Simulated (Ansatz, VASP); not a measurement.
# Al35Ga13N48 (Ga_Al2) in two plane-wave programs

Aim: how closely do two programs agree when they are given the same cell, functional and k mesh? The cell is taken from a series of runs on this material, whose earlier steps may have relaxed, scaled, displaced or heated it; both programs get it as it stands.

Calculated with Ansatz 0.2.0; plane waves, with VASP 6.6.1 beside it; single point at PBEsol.

## 1. Set-up

The cell holds 96 atoms: 35 Al, 13 Ga and 48 N. Its edges and angles: a = 10.087 Å, b = 9.390 Å, c = 10.836 Å, α = 90.0°, β = 90.0°, γ = 90.0°. It derives from Al3GaN4 (Al3GaN4 (Pm)). Nearest the centre at fractional (0.501, 0.667, 0.666): Ga47 at 0.01 Å, N86 at 1.94 Å, N93 at 1.94 Å, N94 at 1.94 Å, N72 at 1.96 Å, Al28 at 3.10 Å, Ga48 at 3.11 Å, Al34 at 3.11 Å. The cell carries charge +1.

## 2. Ansatz: single point, PBEsol

Ansatz runs on its default PAW (the set named soft_2) files.

A single point gives forces, pressure and levels at one fixed geometry, so differences don't come from the geometry; what else differs is listed under the comparison.

File input.yaml:

```yaml
crystal:
  checkpoint: "../qp1_M1.relax.run"
  host: checkpoint
total_charge: 1
basis:
  ecutwfc: 420
  xc_grid: 2
hamiltonian:
  xc: pbesol
kpoints:
  mp_grid: { grid: [2, 2, 2], shift: [0.5, 0.5, 0.5] }
magnetization:
  spin_polarized: true
  initial_magnetization: 1
  spin_locking: { lock_magnetization: hard }
scf:
  occupations: { method: fermi_dirac, width: 0.01 }
  max_iter: 100
output:
  forces: true
  eigenvalues: true
  charged_corrections:
    epsilon: [4.99, 4.79, 4.8]
    static_epsilon: [9.98, 8.63, 8.67]
    defect_position: [0.500544, 0.666667, 0.665846]
  eigenstates: { localisation: true }
  populations: true
  efg: {}
checkpoint:
  read: "../qp1_M1.relax.run"
  write: "../qp1_M1.point.run"
  compress: false
  write_wavefunctions: false
  write_every: 100000
```

Launch:

```sh
> ansatz run input.yaml --threads 4 --pin off --max-ram 7536MiB --backend cpu --events-out ev --progress --plain --runs-dir out
```

Numbers of over 12 decimals in the logs are rounded to 6 here.

What it wrote:

```text
crystal.checkpoint: the structure is that of <dir>, a `relax` run, at its step 7: its result, under pbesol at a charge of 1 e; 96 atoms read, 0 with a starting moment; crystal.structure_sha256 for this input is
Engine: ansatz 0.2.0, aarch64-unknown-linux-gnu
Pseudopotentials: kind: paw
Pseudopotential: Al, paw, valence charge 3, recommended cutoff 420 eV (normal), Al.paw.azcp
Pseudopotential: Ga, paw, valence charge 13, recommended cutoff 420 eV (normal), Ga.paw.azcp
Pseudopotential: N, paw, valence charge 5, recommended cutoff 420 eV (normal), N.paw.azcp
Functional definition: PBEsol
  exchange = pbesol_x
  correlation = pbesol_c
Crystal: 96 atoms, lattice volume = 1026.364 Å³
Basis set: ecut = 420 eV, 20007 PW (Γ), exchange–correlation on 144×128×150 points (8 copies of the dense FFT grid, shifted against one another)
Bands: 353, of which v1, the nominal top of the filled ones, is band 257 counted from 1 (256 counted from 0)
Symmetry: 1 space group operations
Space group: P1 (ITA 1), of the structure as read, at distance tolerance 1.0e-4 Å
Magnetic group: BNS 1.1 (UNI 1), of the structure as read, at distance tolerance 1.0e-4 Å
k-points: 4 of 8 (time reversal used)
Non-local potential: Al, projectors of the file, l = 0: 2, l = 1: 2, l = 2: 1
Non-local potential: Ga, projectors of the file, l = 0: 2, l = 1: 2, l = 2: 3, l = 3: 1
Non-local potential: N, projectors of the file, l = 0: 2, l = 1: 2, l = 2: 1
PAW form: soft (Blöchl's): semilocal exchange-correlation on the pseudo side does not see the compensation charge
PAW frozen core: Al, regenerated for the run's functional, and the local potential with it (the file was generated under x = pbe(κ = 0.804, μ = 0.219515), c = pbe(β = 0.066725))
PAW frozen core: Ga, regenerated for the run's functional, and the local potential with it (the file was generated under x = pbe(κ = 0.804, μ = 0.219515), c = pbe(β = 0.066725))
PAW frozen core: N, regenerated for the run's functional, and the local potential with it (the file was generated under x = pbe(κ = 0.804, μ = 0.219515), c = pbe(β = 0.066725))
PAW one-centre angular grid: Al, 110 points (default); XC on 64 Gauss nodes
PAW one-centre angular grid: Ga, 590 points (default); XC on 64 Gauss nodes
PAW one-centre angular grid: N, 110 points (default); XC on 64 Gauss nodes
Initial density: read from a saved state, or passed on in memory by an earlier SCF of this step, an earlier step, the calling program or the single point that the run made first
Stability of the state it starts from, as read at its close in the collinear treatment: not read negative (Ritz values of 1 − χ₀K, real part plus size of imaginary part, from 0.72 to 0.90, by its mixing steps under no symmetry); read among states of the locked total moment alone; its run was given moments
Starting moments: Σ|m| = 1 μB on 96 of 96 sites; this step starts from the density that it was given
Initial wavefunctions: pseudopotential atomic-orbital guess — the wavefunctions supplied were not used: k-point sampling differs
Functional: x = pbesol(κ = 0.804, μ = 0.123457), c = pbesol(β = 0.046)
iter 1 solved again at ethr=1.94e-6 eV; its pass at ethr=3.10e-3 eV (dr2=9.95e-3 eV) is discarded
SCF iter   1: F=—  HF=-85312.764820 eV  |F-HF|=—  |Δ(HF+E_count)|=         —  Δρ=1.63e-3 (↑5.50e-5 ↓1.63e-3)  dr2=9.75e-3  dr2_m=6.37e-3  M=1.000 μB ∫|m|=1.091 μB  β_m=0.30  ethr=1.94e-6  ⟨swp⟩=6.0  Hψ=18674  notcnv=0
preconditioner: auto → Kerker (q_TF=auto, 2.430 Å⁻¹)  [metal: Δε(μ)=0.013 eV  Ē_g=14.697 eV  σ=0.010 eV  W_gap=0.31  n_scr=252 (ndim 8)  ℏωp=26.3 eV  f_vac=0.000  D(μ)=25.71/eV (n_scr^D=162)]
spin=Collinear: Kerker preconditioning applied to the charge; magnetization (m = ρ↑ − ρ↓) channel mixes plain (no charge-response kernel on spin).
SCF iter   2: F=—  HF=-85312.765380 eV  |F-HF|=—  |Δ(HF+E_count)|=   5.59e-4  Δρ=1.21e-3 (↑5.75e-5 ↓1.21e-3)  dr2=5.48e-3  dr2_m=3.61e-3  M=1.000 μB ∫|m|=1.091 μB  β_m=0.65  ethr=1.90e-6  ⟨swp⟩=1.0  Hψ=2824  notcnv=0
SCF iter   3: F=—  HF=-85312.766102 eV  |F-HF|=—  |Δ(HF+E_count)|=   7.23e-4  Δρ=6.13e-5 (↑6.13e-5 ↓4.14e-5)  dr2=1.13e-4  dr2_m=4.45e-6  M=1.000 μB ∫|m|=1.090 μB  β_m=0.73  ethr=1.07e-6  ⟨swp⟩=1.5  Hψ=4236  notcnv=0
SCF iter   4: F=—  HF=-85312.766135 eV  |F-HF|=—  |Δ(HF+E_count)|=   3.29e-5  Δρ=2.68e-5 (↑2.68e-5 ↓2.08e-5)  dr2=3.92e-5  dr2_m=3.59e-7  M=1.000 μB ∫|m|=1.090 μB  β_m=0.86  ethr=2.19e-8  ⟨swp⟩=1.8  Hψ=3606  notcnv=0
SCF iter   5: F=—  HF=-85312.766276 eV  |F-HF|=—  |Δ(HF+E_count)|=   1.40e-4  Δρ=8.41e-6 (↑8.39e-6 ↓8.41e-6)  dr2=1.52e-5  dr2_m=6.11e-8  M=1.000 μB ∫|m|=1.090 μB  β_m=0.84  ethr=7.65e-9  ⟨swp⟩=2.0  Hψ=4856  notcnv=0
SCF iter   6: F=—  HF=-85312.766274 eV  |F-HF|=—  |Δ(HF+E_count)|=   1.74e-6  Δρ=5.12e-6 (↑5.12e-6 ↓4.91e-6)  dr2=5.98e-6  dr2_m=5.23e-8  M=1.000 μB ∫|m|=1.090 μB  β_m=0.87  ethr=2.96e-9  ⟨swp⟩=2.0  Hψ=3092  notcnv=0
[...]
k-point 3 ↓: bands = [... 253 lower, 7.3764, 7.4397, 7.5468, 7.6112, 11.9960, 12.6139, 12.6316, 12.8407, ... 92 higher]
--- Löwdin populations: 96 sites ---
  site symbol       q [e]    m [muB]
     0     Al      1.9076    -0.0022
     1     Al      1.9049    -0.0020
     2     Al      1.9141    -0.0016
     3     Ga     12.2710    -0.0015
     4      N      5.9247     0.0173
     5      N      5.9953     0.0113
     6      N      5.8522     0.0316
     7      N      5.9233     0.0214
     8     Al      1.9081    -0.0022
     9     Al      1.9053    -0.0021
    10     Al      1.9139    -0.0017
    11     Ga     12.2706    -0.0016
    12      N      5.9242     0.0183
    13      N      5.9951     0.0125
    14      N      5.8516     0.0337
    15      N      5.9228     0.0225
    16     Al      1.9078    -0.0022
    17     Al      1.9049    -0.0021
    18     Al      1.9140    -0.0016
    19     Ga     12.2711    -0.0015
    20      N      5.9247     0.0173
    21      N      5.9951     0.0117
    22      N      5.8519     0.0325
    23      N      5.9233     0.0214
[...]
88     Al      1.9029    -0.0026
    89     Al      1.9019    -0.0023
    90     Ga     12.2685    -0.0017
    91     Ga     12.2653    -0.0017
    92      N      5.8506     0.0252
    93      N      5.9231     0.0187
    94      N      5.8516     0.0364
    95      N      5.9207     0.0245
  spilling = 0.005244 (of n_electrons = 513.000000)
```

Reading the cycles: dr2 is the Hartree energy of the density residual (eV), the measure of convergence; HF is the Harris–Foulkes estimate of the energy, which meets the free energy F at convergence.

## 3. VASP: single point, PBEsol

The same cell, functional, mesh and smearing now go to VASP, with its own data sets.

Lines of VASP's logs that name or quote its potential files are left out, and so is its time.

File INCAR:

```
SYSTEM = Al35Ga13N48
PREC = Accurate
ENCUT = 520
EDIFF = 1E-06
NELM = 200
ISMEAR = -1
SIGMA = 0.01
LREAL = Auto
ALGO = Normal
GGA = PS
NELECT = 513
NBANDS = 328
ISPIN = 2
MAGMOM = 0 0 0 0 0 0 0 0 0 0 0 0 0 0 0 0 0 0 0 0 0 0 0 0 0 0 0 0 0 0 0 0 0 0 0 0 0 0 0 0 0 0 0 0 0 0 0 0 0.01 0.01 0.02 0.02 0.01 0.01 0.02 0.02 0.01 0.01 0.02 0.02 0.01 0.01 0.02 0.02 0.01 0.01 0.02 0.02 0.01 0.01 0.02 0.02 0.01 0.01 0.02 0.02 0.01 0.01 0.03 0.02 0.01 0.01 0.02 0.02 0.01 0.01 0.03 0.02 0.01 0.01 0.03 0.02 0.02 0.01 0.03 0.02
LORBIT = 11
LWAVE = .FALSE.
LCHARG = .FALSE.
ISIF = 2
ISYM = 0
NUPDOWN = 1
LASPH = .TRUE.
GGA_COMPAT = .FALSE.
KPAR = 4
```

File POSCAR:

```
Al35Ga13N48
1.0
   10.0869203595      0.0000000000      0.0002527838
    0.0000000000      9.3901567821      0.0000000000
   -0.0064481587      0.0000000000     10.8360190400
Al Ga N
35 13 48
Direct
    0.2498156968      0.1672750630      0.0839553765
    0.0005776905      0.1671027345      0.4178930638
[... 7 atom lines left out ...]
    0.2486487422      0.4998209640      0.5835791724
[... 5 atom lines left out ...]
    0.2488210249      0.8347930966      0.5835861175
[... 7 atom lines left out ...]
    0.5003524204      0.0010954234      0.6664046541
[... 1 atom line left out ...]
    0.5003878400      0.4999072131      0.4171323813
[... 1 atom line left out ...]
    0.7508049193      0.5004439057      0.5836902024
    0.5003383885      0.4998330003      0.9187304082
    0.5003063894      0.3330501652      0.6663898649
[... 1 atom line left out ...]
    0.5004221523      0.8341330178      0.4171331941
[... 1 atom line left out ...]
    0.7508447717      0.8343985101      0.5837236017
    0.5004311710      0.8343991894      0.9187645597
[... 1 atom line left out ...]
    0.2494012771      0.0005877899      0.8331996694
[... 1 atom line left out ...]
    0.2493366311      0.3339519911      0.8331909218
    0.2494877313      0.6672533920      0.3331677488
    0.2482477948      0.6673040372      0.8340867903
[... 1 atom line left out ...]
    0.7493893955      0.0006870468      0.8331057390
[... 1 atom line left out ...]
    0.7492969375      0.3339650683      0.8331112472
    0.7493916836      0.6672679938      0.3330840418
    0.4995902076      0.6670562317      0.6662643223
    0.7503292987      0.6674370794      0.8334404128
[... 7 atom lines left out ...]
    0.3113928710      0.0003260390      0.6636591948
[... 2 atom lines left out ...]
    0.3123657645      0.5001720576      0.4205131061
[... 2 atom lines left out ...]
    0.0601331201      0.5000335156      0.5838671436
    0.3123012296      0.5002196589      0.9205117591
    0.3113574319      0.3337514050      0.6636852304
[... 2 atom lines left out ...]
    0.3123931915      0.8335766845      0.4205030414
[... 2 atom lines left out ...]
    0.0602448270      0.8339915294      0.5839009948
    0.3124089855      0.8335326175      0.9205160744
    0.3060509021      0.6669300504      0.6638638054
    0.5556652317      0.0006226048      0.3333338589
[... 3 atom lines left out ...]
    0.5554608771      0.0002709873      0.8336369726
    0.5610527412      0.1669596113      0.5840367524
[... 1 atom line left out ...]
    0.8117979902      0.0006818592      0.6637768307
    0.5556155875      0.3332159135      0.3333037477
    0.5609951112      0.5000865753      0.0845372644
    0.8127195218      0.5001834515      0.4200540792
[... 1 atom line left out ...]
    0.5553998716      0.3336844415      0.8336665782
    0.5624630603      0.4966039476      0.5821500001
    0.8124898742      0.4998779698      0.9206436480
    0.8116755833      0.3334711366      0.6637828856
    0.5554766533      0.6669066625      0.3337285618
[... 1 atom line left out ...]
    0.8127625809      0.8335701746      0.4200621233
[... 1 atom line left out ...]
    0.5570400075      0.6669739607      0.8373547501
    0.5624835922      0.8372626197      0.5821797716
    0.8126170293      0.8339744015      0.9206598306
    0.8113986220      0.6670993694      0.6636641579
```

File KPOINTS:

```
Points of the shifted mesh
8
Reciprocal
 0.2500000000  0.2500000000  0.2500000000 1
 0.2500000000  0.2500000000  0.7500000000 1
 0.2500000000  0.7500000000  0.2500000000 1
 0.2500000000  0.7500000000  0.7500000000 1
 0.7500000000  0.2500000000  0.2500000000 1
 0.7500000000  0.2500000000  0.7500000000 1
 0.7500000000  0.7500000000  0.2500000000 1
 0.7500000000  0.7500000000  0.7500000000 1
```

Potentials, in the order of the species: Al, Ga_d and N (PBE family, release 64).

Launch:

```sh
> mpirun -np 8 vasp_std
```

What it wrote:

```text
[banner, memory and clock lines left out]
running    8 mpi-ranks, on    1 nodes
[...]
|                                                                             |
|           W    W    AA    RRRRR   N    N  II  N    N   GGGG   !!!           |
|           W    W   A  A   R    R  NN   N  II  NN   N  G    G  !!!           |
|           W    W  A    A  R    R  N N  N  II  N N  N  G       !!!           |
|           W WW W  AAAAAA  RRRRR   N  N N  II  N  N N  G  GGG   !            |
|           WW  WW  A    A  R   R   N   NN  II  N   NN  G    G                |
|           W    W  A    A  R    R  N    N  II  N    N   GGGG   !!!           |
|                                                                             |
|     For optimal performance we recommend to set                             |
|       NCORE = 2 up to number-of-cores-per-socket                            |
|     NCORE specifies how many cores store one orbital (NPAR=cpu/NCORE).      |
|     This setting can greatly improve the performance of VASP for DFT.       |
[...]
DAV:   5    -0.824382162058E+03   -0.12138E+02   -0.12048E+02 15928   0.242E+01BRMIX: very serious problems
 the old and the new charge density differ
 old charge density:   514.00000 new  513.00001
BRMIX: very serious problems
 the old and the new charge density differ
 old charge density:   514.00000 new  513.00001
BRMIX: very serious problems
 the old and the new charge density differ
 old charge density:   514.00000 new  513.00001
BRMIX: very serious problems
 the old and the new charge density differ
 old charge density:   514.00000 new  513.00001
    0.547E+01
DAV:   6    -0.723186732174E+03    0.10120E+03   -0.35421E+02 19384   0.599E+01    0.186E+01
DAV:   7    -0.724723501013E+03   -0.15368E+01   -0.41337E+01 12384   0.130E+01    0.132E+01
DAV:   8    -0.724138281421E+03    0.58522E+00   -0.53771E+00 16904   0.109E+01    0.286E+00
DAV:   9    -0.723936159698E+03    0.20212E+00   -0.10702E+00 18040   0.670E+00    0.113E+00
[...]
DAV:  16    -0.723954017278E+03   -0.16766E-04   -0.18757E-04 15760   0.457E-02    0.908E-03
DAV:  17    -0.723954019210E+03   -0.19316E-05   -0.25966E-05 12352   0.314E-02    0.444E-03
DAV:  18    -0.723954020036E+03   -0.82618E-06   -0.95435E-06  9736   0.153E-02
   1 F= -.72395402E+03 E0= -.72394990E+03  d E =-.824027E-02  mag=     1.0000
```

Parts of OUTCAR (step 3):

```text
  FREE ENERGIE OF THE ION-ELECTRON SYSTEM (eV)
  ---------------------------------------------------
  free  energy   TOTEN  =      -723.9540200361 eV

  energy  without entropy=     -723.9457797654  energy(sigma->0) =     -723.94989990

 magnetization (x)
# of ion       s       p       d       tot
------------------------------------------
    1       -0.000   0.000   0.000  -0.000
    2       -0.000  -0.000   0.000  -0.000
    3       -0.000  -0.000   0.000  -0.000
    4       -0.000   0.000   0.000  -0.000
    5       -0.000  -0.000   0.000  -0.000
    6       -0.000  -0.000   0.000  -0.000
    7       -0.000   0.000   0.000  -0.000
    8       -0.000  -0.000   0.000  -0.000
    9       -0.000  -0.000   0.000  -0.000
   10       -0.000   0.000   0.000  -0.000
   11       -0.000  -0.000   0.000  -0.000
   12       -0.000  -0.000   0.000  -0.000
   13       -0.000   0.000   0.000  -0.000
[...]
--------------------------------------------------
tot         -0.006   0.726   0.043   0.763
```

The cell is charged against a uniform background.

The run ends at a pressure of -1.26 GPa, with forces up to 0.078 eV/Å.

## 4. Side by side

Known differences besides the potentials themselves: VASP starts from the moments at which Ansatz ended; the cutoff is 420 eV in Ansatz and 520 eV in VASP (PREC = Accurate, projectors in real space); Ansatz makes its cores anew for this functional, VASP keeps those of its PBE data sets. Total energies have different zeros and are not compared.

The two programs side by side:

| quantity | Ansatz | VASP | difference |
| --- | --- | --- | --- |
| total moment, fixed by the input (μB) | 1.00 | 1.00 | 0.00 |

Forces on 8 of the 96 atoms, those with the largest forces and the largest differences (eV/Å; atoms numbered as in POSCAR):

| atom | Ansatz x, y, z | VASP x, y, z |
| --- | --- | --- |
| Al16 | -0.037, -0.048, 0.043 | -0.034, -0.049, 0.044 |
| Al28 | -0.015, -0.055, 0.051 | -0.015, -0.054, 0.054 |
| Ga48 | -0.007, -0.058, 0.041 | -0.007, -0.058, 0.043 |
| N75 | -0.004, 0.048, -0.036 | -0.012, 0.047, -0.048 |
| N83 | -0.005, 0.047, -0.040 | -0.013, 0.047, -0.052 |
| N87 | 0.012, 0.053, -0.028 | 0.004, 0.052, -0.040 |
| N91 | -0.006, 0.046, -0.041 | -0.014, 0.045, -0.053 |
| N95 | 0.001, 0.046, -0.028 | -0.008, 0.046, -0.040 |

The forces differ by 4.3 meV/Å r.m.s., which is 17.5 % of the r.m.s. force of 0.025 eV/Å (both taken over all components). The cell carries a charge of +1 e against a uniform background, so its pressure also hangs on how the neutralising background is counted, and in a defect's cell a gap may be the spacing between its levels.

## 5. Summary of results

```json
{
 "difference in total moment, fixed by the input (single point, PBEsol)": "0 μB"
}
```

**Reading.** The difference in total moment, fixed by the input is 0 μB (single point, PBEsol). Such differences can come from data sets, numerical settings and the points named under the comparisons, not from the functional's error against experiment.

[Lines on the potential files, build, host, timing and source positions are cut from VASP's logs without a mark.]

[Logs are printed without paths, hosts, clocks, repeated set-up lines and the standing remarks that a program may print on its own settings, such as how far it seeks lower states.]

[Hosts, paths, dates, database ids (printed as entryN), source tags and the programs' standing remarks are cut or masked in the printed files.]
